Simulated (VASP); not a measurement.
Consider the following.

```xyz
8
Lattice="4.1161 0.0000 0.0000 -2.0580 3.5646 0.0000 0.0000 0.0000 17.7491" Properties=species:S:1:pos:R:3 pbc="T T T"
In     0.0000     2.3764     5.8625
In     2.0581     1.1882    11.8866
In     2.0581     1.1882    14.7371
In     0.0000     2.3764     3.0120
Se     0.0000     2.3764    10.6019
Se     2.0581     1.1882     7.1472
Se     2.0581     1.1882     1.7273
Se     0.0000     2.3764    16.0218
```

All values below come from PBE GGA, VASP's PBE PAW potentials (set 64) (plane waves; VASP). Numerical set-up: 300 eV cut-off, 5×5×1 Γ-centred mesh, Fermi-Dirac smearing of 0.050 eV, potentials In_d Se.

Unless said otherwise, spin-orbit coupling is left out, though it shifts the bands of the heavy elements here.

Task: Give the energies of bands 29 to 42 at the high-symmetry points, in eV from the valence-band maximum.

Result: 
```tsv
band	Γ	M	K	A	L	H
29	-1.17	-3.12	-3.56	-1.15	-2.97	-3.51
30	-1.17	-2.74	-3.41	-1.15	-2.97	-3.51
31	-1.11	-2.24	-3.30	-1.15	-2.11	-3.18
32	-1.10	-2.15	-3.11	-1.15	-2.11	-3.18
33	-1.10	-2.01	-2.29	-1.03	-2.02	-2.23
34	-1.08	-1.99	-2.29	-1.03	-2.02	-2.23
35	-1.08	-1.87	-1.81	-1.03	-1.89	-1.95
36	-1.01	-1.84	-1.81	-1.03	-1.89	-1.95
37	-1.01	-1.63	-1.52	-0.68	-1.43	-1.43
38	0.00	-1.23	-1.52	-0.68	-1.43	-1.43
39	0.39	1.28	1.89	1.03	1.53	2.05
40	1.40	1.50	2.24	1.03	1.53	2.05
41	2.04	1.80	2.31	2.06	1.71	2.26
42	2.07	1.96	2.31	2.06	1.71	2.26
```

The gap is direct, 0.39 eV, from the valence maximum at Γ to the conduction minimum at Γ.

The structure comes from a computed database's InSe entry (P6_3/mmc), a phase known from measurement. The cell was not relaxed at this level.
